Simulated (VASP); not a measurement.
```yaml
crystal:
  lattice:
    - [0.00000, 2.96291, 2.96291]
    - [2.96291, 0.00000, 2.96291]
    - [2.96291, 2.96291, 0.00000]
  atoms:
    - { symbol: Pb, position: [0.00000, 0.00000, 0.00000] }
    - { symbol: F, position: [0.25000, 0.25000, 0.25000] }
    - { symbol: F, position: [0.75000, 0.75000, 0.75000] }
```

Method: revTPSS meta-GGA, VASP's PBE PAW potentials (set 64) (plane waves; VASP 6.6.1). Numerical set-up: 520 eV cut-off, 6×6×6 Γ-centred mesh, Gaussian smearing of 0.050 eV, potentials Pb_d F.

Question: Predict the energy per atom (σ→0).

Answer: 
```
Item                                   Value
---------------------  ---------------------
energy per atom (σ→0)  848.8 kJ/mol of atoms
```

The absolute energy has meaning only against runs of the same code, potentials and settings.

The compound is PbF2 in the fluorite structure, the β form. It was relaxed first. The start is the result of an earlier pass.
